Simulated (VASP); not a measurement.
OSZICAR of a VASP run on SiO2 (space group P4_2/mnm):

**OSZICAR**
```
       N       E                     dE             d eps       ncg     rms          rms(c)
DAV:   1     0.137809858319E+03    0.13781E+03   -0.15691E+04  1208   0.124E+03
DAV:   2    -0.446032085914E+02   -0.18241E+03   -0.17568E+03  1636   0.288E+02
DAV:   3    -0.507634859257E+02   -0.61603E+01   -0.61373E+01  1440   0.574E+01
DAV:   4    -0.508120768644E+02   -0.48591E-01   -0.48552E-01  1424   0.582E+00
DAV:   5    -0.508126836493E+02   -0.60678E-03   -0.60672E-03  1392   0.598E-01    0.165E+01
DAV:   6    -0.463460916650E+02    0.44666E+01   -0.17632E+01  1336   0.290E+01    0.737E+00
DAV:   7    -0.463627546191E+02   -0.16663E-01   -0.47502E-01  1416   0.487E+00    0.286E+00
DAV:   8    -0.463756292097E+02   -0.12875E-01   -0.18059E-02  1364   0.133E+00    0.107E+00
DAV:   9    -0.463820708711E+02   -0.64417E-02   -0.81477E-03  1396   0.940E-01    0.269E-01
DAV:  10    -0.463823127105E+02   -0.24184E-03   -0.88375E-04  1416   0.241E-01    0.499E-02
DAV:  11    -0.463822664821E+02    0.46228E-04   -0.20213E-04  1384   0.105E-01    0.745E-03
DAV:  12    -0.463822681188E+02   -0.16367E-05   -0.11311E-05  1404   0.245E-02    0.541E-03
DAV:  13    -0.463822678082E+02    0.31060E-06   -0.20999E-06   796   0.112E-02
   1 F= -.46382268E+02 E0= -.46382268E+02  d E =-.232649E-40
```

Which electronic solver shows in the log?

It is blocked Davidson (ALGO = Normal, or the opening steps of other solvers). The INCAR had ALGO = Normal.

Can the final energy be trusted as converged?

The calculation finished and met its thresholds. It stopped with EDIFF = 1E-6, NELM = 100 (PBE GGA, plane waves, VASP's PBE PAW potentials (set 64)).

The structure comes from a computed database's SiO2 entry; how it stands against other phases isn't given here. The cell was not relaxed at this level. The run is one of a series of settings (AEXX removed, HFSCREEN removed, ISYM removed, LHFCALC removed, PRECFOCK removed against the base run), some of them coarse on purpose.
